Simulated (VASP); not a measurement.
# GaN: structure and properties in VASP, part 4 of 6

Aim: relax GaN, then compute properties on the relaxed cell. The start is a computed cell from the Materials Project.

VASP 6.6.1; r2SCAN with rVV10; plane waves and PAW (Ga_d, N).

So far, gap on the k-mesh (eV): 2.13 in steps 2, 3 and 5.

### 6. Electric field gradients (r2SCAN + rVV10)

Field gradients probe how far the charge around each nucleus departs from cubic symmetry; LASPH keeps the non-spherical terms inside the spheres.

INCAR

```
SYSTEM = GaN
PREC = Accurate
ENCUT = 520
EDIFF = 1E-07
NELM = 100
ISMEAR = 0
SIGMA = 0.05
LREAL = .FALSE.
ALGO = Normal
METAGGA = R2SCAN
LUSE_VDW = .TRUE.
IVDW_NL = 2
BPARAM = 11.95
CPARAM = 0.0093
LASPH = .TRUE.
NBANDS = 15
LORBIT = 11
LWAVE = .FALSE.
LCHARG = .FALSE.
KPAR = 2
LEFG = .TRUE.
```

POSCAR

```
GaN
1.0
    0.0000000000      2.2479037018      2.2479037018
    2.2479037018      0.0000000000      2.2479037018
    2.2479037018      2.2479037018      0.0000000000
Ga N
1 1
Direct
    0.0000000000      0.0000000000      0.0000000000
    0.7500000000      0.7500000000      0.7500000000
```

KPOINTS

```
Automatic mesh
0
Gamma
7 7 7
0 0 0
```

Potentials, in the order of the species: Ga_d and N (PBE family, release 64).

Command:

```sh
mpirun -np 2 vasp_std
```

The program printed:

```text
[... set-up lines as in an earlier step ...]
 entering main loop
       N       E                     dE             d eps       ncg     rms          rms(c)
Total rVV10 correction in eV:      0.4612137    19.3421240
Total rVV10 correction in eV:      0.4612137    19.3421240
DAV:   1     0.679810323033E+02    0.67981E+02   -0.98605E+03   688   0.214E+03
DAV:   2    -0.211267581583E+02   -0.89108E+02   -0.84059E+02   705   0.346E+02
DAV:   3    -0.262414260068E+02   -0.51147E+01   -0.50993E+01   656   0.717E+01
DAV:   4    -0.263035965685E+02   -0.62171E-01   -0.62165E-01   807   0.831E+00
DAV:   5    -0.263043936618E+02   -0.79709E-03   -0.79709E-03   684   0.849E-01    0.714E+00
Total rVV10 correction in eV:      0.4811139    19.3421251
Total rVV10 correction in eV:      0.4811139    19.3421251
DAV:   6    -0.213196582423E+02    0.49847E+01   -0.36964E+00   893   0.438E+01    0.248E+00
Total rVV10 correction in eV:      0.4867887    19.3421250
Total rVV10 correction in eV:      0.4867887    19.3421250
DAV:   7    -0.213923250484E+02   -0.72667E-01   -0.43463E-01   656   0.743E+00    0.173E+00
Total rVV10 correction in eV:      0.4925656    19.3421250
Total rVV10 correction in eV:      0.4925656    19.3421250
DAV:   8    -0.214015391994E+02   -0.92142E-02   -0.36286E-02   788   0.507E+00    0.222E-01
Total rVV10 correction in eV:      0.4939862    19.3421250
Total rVV10 correction in eV:      0.4939862    19.3421250
DAV:   9    -0.214002670251E+02    0.12722E-02   -0.12312E-02   895   0.295E+00    0.140E-01
Total rVV10 correction in eV:      0.4939951    19.3421250
Total rVV10 correction in eV:      0.4939951    19.3421250
DAV:  10    -0.214003818754E+02   -0.11485E-03   -0.85105E-04   670   0.270E-01    0.150E-01
Total rVV10 correction in eV:      0.4939567    19.3421250
Total rVV10 correction in eV:      0.4939567    19.3421250
DAV:  11    -0.214004823668E+02   -0.10049E-03   -0.10378E-04   967   0.309E-01    0.124E-01
Total rVV10 correction in eV:      0.4939396    19.3421250
Total rVV10 correction in eV:      0.4939396    19.3421250
DAV:  12    -0.214004276493E+02    0.54717E-04   -0.12266E-04   698   0.120E-01    0.624E-02
Total rVV10 correction in eV:      0.4939514    19.3421250
Total rVV10 correction in eV:      0.4939514    19.3421250
DAV:  13    -0.214004234338E+02    0.42156E-05   -0.77966E-06   733   0.313E-02    0.591E-02
Total rVV10 correction in eV:      0.4939821    19.3421250
Total rVV10 correction in eV:      0.4939821    19.3421250
DAV:  14    -0.214004123200E+02    0.11114E-04   -0.41162E-06   915   0.504E-02    0.505E-02
Total rVV10 correction in eV:      0.4941031    19.3421250
Total rVV10 correction in eV:      0.4941031    19.3421250
DAV:  15    -0.214003859598E+02    0.26360E-04   -0.46169E-05   877   0.152E-01    0.204E-02
Total rVV10 correction in eV:      0.4941398    19.3421250
Total rVV10 correction in eV:      0.4941398    19.3421250
DAV:  16    -0.214003809875E+02    0.49723E-05   -0.13779E-05   810   0.497E-02    0.967E-03
Total rVV10 correction in eV:      0.4941537    19.3421250
Total rVV10 correction in eV:      0.4941537    19.3421250
DAV:  17    -0.214003795812E+02    0.14064E-05   -0.16099E-06   797   0.156E-02    0.551E-03
Total rVV10 correction in eV:      0.4941629    19.3421250
Total rVV10 correction in eV:      0.4941629    19.3421250
DAV:  18    -0.214003795288E+02    0.52371E-07   -0.11590E-07   456   0.691E-03
Total rVV10 correction in eV:      0.4941661    19.3421250
Total rVV10 correction in eV:      0.4941661    19.3421250
Total rVV10 correction in eV:      0.4941743    19.3421250
Total rVV10 correction in eV:      0.4941743    19.3421250
ion   1
     0.0000000    -0.0000000    -0.0000000    -0.0000000    -0.0000000    -0.0000000
     0.0000481    -0.0000000    -0.0000000    -0.0000000    -0.0000000    -0.0000000
     0.0000628    -0.0000000    -0.0000000    -0.0000000    -0.0000000    -0.0000000
     0.0000820    -0.0000000    -0.0000000    -0.0000000    -0.0000000    -0.0000000
     0.0001070    -0.0000000    -0.0000000    -0.0000000    -0.0000000    -0.0000000

     0.0000000    -0.0000000    -0.0000000    -0.0000000    -0.0000000    -0.0000000
     0.0000481    -0.0000000    -0.0000000    -0.0000000    -0.0000000    -0.0000000
     0.0000628    -0.0000000    -0.0000000    -0.0000000    -0.0000000    -0.0000000
     0.0000820    -0.0000000    -0.0000000    -0.0000000    -0.0000000    -0.0000000
     0.0001070    -0.0000000    -0.0000000    -0.0000000    -0.0000000    -0.0000000

ion   2
     0.0000000    -0.0000000     0.0000000     0.0000000     0.0000000     0.0000000
     0.0000281    -0.0000000     0.0000000     0.0000000     0.0000000     0.0000000
     0.0000381    -0.0000000     0.0000000     0.0000000     0.0000000     0.0000000
     0.0000517    -0.0000000     0.0000000     0.0000000     0.0000000     0.0000000
     0.0000701    -0.0000000     0.0000000     0.0000000     0.0000000     0.0000000

     0.0000000    -0.0000000     0.0000000     0.0000000     0.0000000     0.0000000
     0.0000281    -0.0000000     0.0000000     0.0000000     0.0000000     0.0000000
     0.0000381    -0.0000000     0.0000000     0.0000000     0.0000000     0.0000000
     0.0000517    -0.0000000     0.0000000     0.0000000     0.0000000     0.0000000
     0.0000701    -0.0000000     0.0000000     0.0000000     0.0000000     0.0000000

   1 F= -.21400380E+02 E0= -.21400380E+02  d E =-.125309E-17
```

Run time: 25 s. Hardware: 2 MPI ranks of Intel Xeon 6975P-C (Granite Rapids), shared host; peak memory 0.4 GiB; 48 s of CPU time.

From OUTCAR (step 6):

```text
   NELECT =      18.0000    total number of electrons

 E-fermi :   5.3727

 k-point     1 :       0.0000    0.0000    0.0000
  band No.  band energies     occupation
    ...
      5      -8.3717      2.00000
      6      -8.3717      2.00000
      7       5.0859      2.00000
      8       5.0859      2.00000
      9       5.0859      2.00000
     10       7.2191      0.00000
     11      16.1195      0.00000
     12      16.1196      0.00000
     13      16.1196      0.00000
     14      23.6719      0.00000
    ...

  Total        0.0091949      0.0091949      0.0091949      0.0000000     -0.0000000      0.0000000
  in kB        0.6484742      0.6484742      0.6484742      0.0000000     -0.0000000      0.0000000
  external PRESSURE =       0.6484742 kB  Pullay stress =       0.0000000 kB

  FREE ENERGIE OF THE ION-ELECTRON SYSTEM (eV)
  ---------------------------------------------------
  free  energy   TOTEN  =       -21.4003795288 eV

  energy  without entropy=      -21.4003795288  energy(sigma->0) =      -21.40037953

 Electric field gradients after diagonalization (V/A^2)
 (convention: |V_zz| > |V_xx| > |V_yy|)
----------------------------------------------------------------------
 ion       V_xx      V_yy      V_zz     asymmetry (V_yy - V_xx)/ V_zz
----------------------------------------------------------------------
   1       0.003     0.003    -0.005       0.000
   2      -0.002    -0.002     0.004       0.000
----------------------------------------------------------------------

[... 9 parts as in an earlier step ...]

[... 9 further parts left out ...]
```

This step gave:

| Quantity | Value |
| --- | --- |
| SCF cycles | 18 |
| bands | 15 |
| irreducible k-points | 20 |
| Fermi energy | 5.373 eV |
| pressure | 0.06485 GPa |
| gap on the k-mesh | 2.133 eV |
| least direct gap on the k-mesh | 2.133 eV |

Electric field gradients, by row:

| atom | Vxx (V/Å²) | Vyy (V/Å²) | Vzz (V/Å²) | asymmetry |
| --- | --- | --- | --- | --- |
| Ga1 | 0.003 | 0.003 | -0.005 | - |
| N2 | -0.002 | -0.002 | 0.004 | - |

All gradients vanish within the noise.

The run ends at a pressure of 0.06 GPa.

### 7. Volume scan with r2SCAN + rVV10

An equation of state needs energies on both sides of the minimum, all on one mesh and cutoff.

Changes to INCAR since step 6:

```diff
@@ -3,3 +3,3 @@
 ENCUT = 520
-EDIFF = 1E-07
+EDIFF = 1E-06
 NELM = 100
@@ -20,2 +20,2 @@
 KPAR = 2
-LEFG = .TRUE.
+ISIF = 2
```

POSCAR

```
GaN
1.0
    0.0000000000      2.2020152400      2.2020152400
    2.2020152400      0.0000000000      2.2020152400
    2.2020152400      2.2020152400      0.0000000000
Ga N
1 1
Direct
    0.0000000000      0.0000000000      0.0000000000
    0.7500000000      0.7500000000      0.7500000000
```

KPOINTS is that of step 6.

Command:

```sh
mpirun -np 2 vasp_std
```

The program printed:

```text
[... set-up lines as in an earlier step ...]
 entering main loop
       N       E                     dE             d eps       ncg     rms          rms(c)
Total rVV10 correction in eV:      0.4487010    19.3421240
Total rVV10 correction in eV:      0.4487010    19.3421240
DAV:   1     0.776672511073E+02    0.77667E+02   -0.96229E+03   648   0.224E+03
DAV:   2    -0.198323967248E+02   -0.97500E+02   -0.91595E+02   698   0.366E+02
DAV:   3    -0.262376291635E+02   -0.64052E+01   -0.63826E+01   649   0.800E+01
DAV:   4    -0.263175917625E+02   -0.79963E-01   -0.79952E-01   768   0.972E+00
DAV:   5    -0.263186895338E+02   -0.10978E-02   -0.10978E-02   685   0.101E+00    0.739E+00
Total rVV10 correction in eV:      0.4689973    19.3421244
Total rVV10 correction in eV:      0.4689973    19.3421244
DAV:   6    -0.212681024952E+02    0.50506E+01   -0.36950E+00   893   0.458E+01    0.254E+00
Total rVV10 correction in eV:      0.4753740    19.3421244
Total rVV10 correction in eV:      0.4753740    19.3421244
DAV:   7    -0.213348040985E+02   -0.66702E-01   -0.51111E-01   656   0.767E+00    0.178E+00
Total rVV10 correction in eV:      0.4804549    19.3421244
Total rVV10 correction in eV:      0.4804549    19.3421244
DAV:   8    -0.213432125775E+02   -0.84085E-02   -0.32649E-02   813   0.509E+00    0.262E-01
Total rVV10 correction in eV:      0.4822919    19.3421244
Total rVV10 correction in eV:      0.4822919    19.3421244
DAV:   9    -0.213422260681E+02    0.98651E-03   -0.11357E-02   875   0.276E+00    0.134E-01
Total rVV10 correction in eV:      0.4822680    19.3421244
Total rVV10 correction in eV:      0.4822680    19.3421244
DAV:  10    -0.213423000370E+02   -0.73969E-04   -0.73045E-04   705   0.263E-01    0.122E-01
Total rVV10 correction in eV:      0.4823568    19.3421244
Total rVV10 correction in eV:      0.4823568    19.3421244
DAV:  11    -0.213422950524E+02    0.49847E-05   -0.14041E-04   706   0.147E-01    0.925E-02
Total rVV10 correction in eV:      0.4825482    19.3421244
Total rVV10 correction in eV:      0.4825482    19.3421244
DAV:  12    -0.213423023772E+02   -0.73248E-05   -0.80764E-05   727   0.115E-01    0.396E-02
Total rVV10 correction in eV:      0.4825129    19.3421244
Total rVV10 correction in eV:      0.4825129    19.3421244
DAV:  13    -0.213422959567E+02    0.64204E-05   -0.36383E-06   712   0.443E-02    0.227E-02
Total rVV10 correction in eV:      0.4824569    19.3421244
Total rVV10 correction in eV:      0.4824569    19.3421244
DAV:  14    -0.213422948887E+02    0.10681E-05   -0.92257E-06   854   0.568E-02    0.658E-03
Total rVV10 correction in eV:      0.4824428    19.3421244
Total rVV10 correction in eV:      0.4824428    19.3421244
DAV:  15    -0.213422951315E+02   -0.24285E-06   -0.16936E-06   507   0.153E-02
Total rVV10 correction in eV:      0.4824447    19.3421244
Total rVV10 correction in eV:      0.4824447    19.3421244
Total rVV10 correction in eV:      0.4824391    19.3421244
Total rVV10 correction in eV:      0.4824391    19.3421244
   1 F= -.21342295E+02 E0= -.21342295E+02  d E =-.670948E-20
```

The job ended after 21 s (2 MPI ranks; peak memory 0.39 GiB).

From OUTCAR (step 7):

```text
   ENCUT  =  520.0 eV  38.22 Ry    6.18 a.u.   5.79  5.79  5.79*2*pi/ulx,y,z

   NELECT =      18.0000    total number of electrons

 E-fermi :   6.0966

 k-point     1 :       0.0000    0.0000    0.0000
  band No.  band energies     occupation
    ...
      5      -7.6639      2.00000
      6      -7.6639      2.00000
      7       5.7878      2.00000
      8       5.7878      2.00000
      9       5.7878      2.00000
     10       8.3329      0.00000
     11      17.2300      0.00000
     12      17.2301      0.00000
     13      17.2301      0.00000
     14      25.2428      0.00000
    ...

  Total        1.8800114      1.8800114      1.8800114      0.0000000      0.0000000      0.0000000
  in kB      141.0522782    141.0522782    141.0522782      0.0000000      0.0000000      0.0000000
  external PRESSURE =     141.0522782 kB  Pullay stress =       0.0000000 kB

 POSITION                                       TOTAL-FORCE (eV/Angst)
 -----------------------------------------------------------------------------------
      0.00000      0.00000      0.00000         0.000000      0.000000      0.000000
      3.30302      3.30302      3.30302        -0.000000     -0.000000     -0.000000
 -----------------------------------------------------------------------------------
    total drift:                               -0.000007     -0.000007     -0.000007

  FREE ENERGIE OF THE ION-ELECTRON SYSTEM (eV)
  ---------------------------------------------------
  free  energy   TOTEN  =       -21.3422951315 eV

  energy  without entropy=      -21.3422951315  energy(sigma->0) =      -21.34229513

[... 4 parts as in an earlier step ...]

[... 12 further parts left out ...]
```

The scan keeps the cell's shape and the fractional positions fixed.

A gap read on the k-mesh alone can miss the band edges.

Numbers from this step:

* SCF cycles: 15
* free energy (TOTEN): -21.34 eV
* Fermi energy: 6.097 eV
* pressure: 14.11 GPa
* gap on the k-mesh: 2.545 eV
* least direct gap on the k-mesh: 2.545 eV

The pressure here is 14.11 GPa.

### 8. Volume scan with r2SCAN + rVV10 (run 2)

INCAR is that of step 7.

POSCAR

```
GaN
1.0
    0.0000000000      2.2175229005      2.2175229005
    2.2175229005      0.0000000000      2.2175229005
    2.2175229005      2.2175229005      0.0000000000
Ga N
1 1
Direct
    0.0000000000      0.0000000000      0.0000000000
    0.7500000000      0.7500000000      0.7500000000
```

KPOINTS is that of step 7.

Command:

```sh
mpirun -np 2 vasp_std
```

The program printed:

```text
[... set-up lines as in an earlier step ...]
 entering main loop
       N       E                     dE             d eps       ncg     rms          rms(c)
Total rVV10 correction in eV:      0.4529759    19.3421240
Total rVV10 correction in eV:      0.4529759    19.3421240
DAV:   1     0.767537714519E+02    0.76754E+02   -0.97011E+03   671   0.224E+03
DAV:   2    -0.202839431812E+02   -0.97038E+02   -0.91979E+02   698   0.361E+02
DAV:   3    -0.262524597018E+02   -0.59685E+01   -0.59495E+01   649   0.781E+01
DAV:   4    -0.263246171585E+02   -0.72157E-01   -0.72150E-01   827   0.929E+00
DAV:   5    -0.263255819999E+02   -0.96484E-03   -0.96484E-03   712   0.908E-01    0.730E+00
Total rVV10 correction in eV:      0.4731419    19.3421254
Total rVV10 correction in eV:      0.4731419    19.3421254
DAV:   6    -0.212986096503E+02    0.50270E+01   -0.36989E+00   907   0.451E+01    0.252E+00
Total rVV10 correction in eV:      0.4792881    19.3421253
Total rVV10 correction in eV:      0.4792881    19.3421253
DAV:   7    -0.213675030875E+02   -0.68893E-01   -0.48570E-01   663   0.756E+00    0.176E+00
Total rVV10 correction in eV:      0.4846011    19.3421253
Total rVV10 correction in eV:      0.4846011    19.3421253
DAV:   8    -0.213762200297E+02   -0.87169E-02   -0.34160E-02   850   0.514E+00    0.245E-01
Total rVV10 correction in eV:      0.4863084    19.3421253
Total rVV10 correction in eV:      0.4863084    19.3421253
DAV:   9    -0.213750732843E+02    0.11467E-02   -0.11867E-02   889   0.286E+00    0.137E-01
Total rVV10 correction in eV:      0.4862983    19.3421253
Total rVV10 correction in eV:      0.4862983    19.3421253
DAV:  10    -0.213751635665E+02   -0.90282E-04   -0.78750E-04   684   0.267E-01    0.131E-01
Total rVV10 correction in eV:      0.4863241    19.3421253
Total rVV10 correction in eV:      0.4863241    19.3421253
DAV:  11    -0.213751457762E+02    0.17790E-04   -0.20721E-05   931   0.615E-02    0.123E-01
Total rVV10 correction in eV:      0.4867271    19.3421253
Total rVV10 correction in eV:      0.4867271    19.3421253
DAV:  12    -0.213751697303E+02   -0.23954E-04   -0.42879E-04   671   0.253E-01    0.765E-02
Total rVV10 correction in eV:      0.4866598    19.3421253
Total rVV10 correction in eV:      0.4866598    19.3421253
DAV:  13    -0.213751710343E+02   -0.13040E-05   -0.48585E-05   754   0.102E-01    0.635E-02
Total rVV10 correction in eV:      0.4865895    19.3421253
Total rVV10 correction in eV:      0.4865895    19.3421253
DAV:  14    -0.213751575293E+02    0.13505E-04   -0.23617E-05   746   0.680E-02    0.349E-02
Total rVV10 correction in eV:      0.4865352    19.3421253
Total rVV10 correction in eV:      0.4865352    19.3421253
DAV:  15    -0.213751551359E+02    0.23934E-05   -0.10890E-05   881   0.618E-02    0.209E-02
Total rVV10 correction in eV:      0.4865203    19.3421253
Total rVV10 correction in eV:      0.4865203    19.3421253
DAV:  16    -0.213751552814E+02   -0.14551E-06   -0.15102E-06   532   0.161E-02
Total rVV10 correction in eV:      0.4865208    19.3421253
Total rVV10 correction in eV:      0.4865208    19.3421253
Total rVV10 correction in eV:      0.4864901    19.3421253
Total rVV10 correction in eV:      0.4864901    19.3421253
   1 F= -.21375155E+02 E0= -.21375155E+02  d E =-.186417E-14
```

It took 23 s on 2 MPI ranks; peak memory 0.39 GiB; 44 s of CPU time.

Parts of OUTCAR (step 8):

```text
   ENCUT  =  520.0 eV  38.22 Ry    6.18 a.u.   5.83  5.83  5.83*2*pi/ulx,y,z

   NELECT =      18.0000    total number of electrons

 E-fermi :   5.7935

 k-point     1 :       0.0000    0.0000    0.0000
  band No.  band energies     occupation
    ...
      5      -7.9053      2.00000
      6      -7.9053      2.00000
      7       5.5404      2.00000
      8       5.5404      2.00000
      9       5.5405      2.00000
     10       7.9479      0.00000
     11      16.8472      0.00000
     12      16.8473      0.00000
     13      16.8473      0.00000
     14      24.7052      0.00000
    ...

  Total        1.1980895      1.1980895      1.1980895      0.0000000      0.0000000     -0.0000000
  in kB       88.0167897     88.0167897     88.0167897      0.0000000      0.0000000     -0.0000000
  external PRESSURE =      88.0167897 kB  Pullay stress =       0.0000000 kB

 POSITION                                       TOTAL-FORCE (eV/Angst)
 -----------------------------------------------------------------------------------
      0.00000      0.00000      0.00000        -0.000000     -0.000000     -0.000000
      3.32628      3.32628      3.32628         0.000000      0.000000      0.000000
 -----------------------------------------------------------------------------------
    total drift:                               -0.000006     -0.000006     -0.000006

  FREE ENERGIE OF THE ION-ELECTRON SYSTEM (eV)
  ---------------------------------------------------
  free  energy   TOTEN  =       -21.3751552814 eV

  energy  without entropy=      -21.3751552814  energy(sigma->0) =      -21.37515528

[... 4 parts as in an earlier step ...]

[... 12 further parts left out ...]
```

This step gave:

```
SCF cycles                     : 16
free energy (TOTEN)            : -21.38 eV
Fermi energy                   : 5.793 eV
pressure                       : 8.802 GPa
gap on the k-mesh              : 2.407 eV
least direct gap on the k-mesh : 2.407 eV
```

The pressure falls from 14.11 to 8.80 GPa.

The run ends at a pressure of 8.80 GPa.

(Part 4 of 6 ends here.)

[Lines on the potential files, build, host, timing and source positions are cut from VASP's logs without a mark.]

[Logs are printed without paths, hosts, clocks, repeated set-up lines and the standing remarks that a program may print on its own settings, such as how far it seeks lower states.]

[Hosts, paths, dates, database ids (printed as entryN), source tags and the programs' standing remarks are cut or masked in the printed files.]

[A measured line is paired with the nearest computed mode of its activity, which favours agreement.]
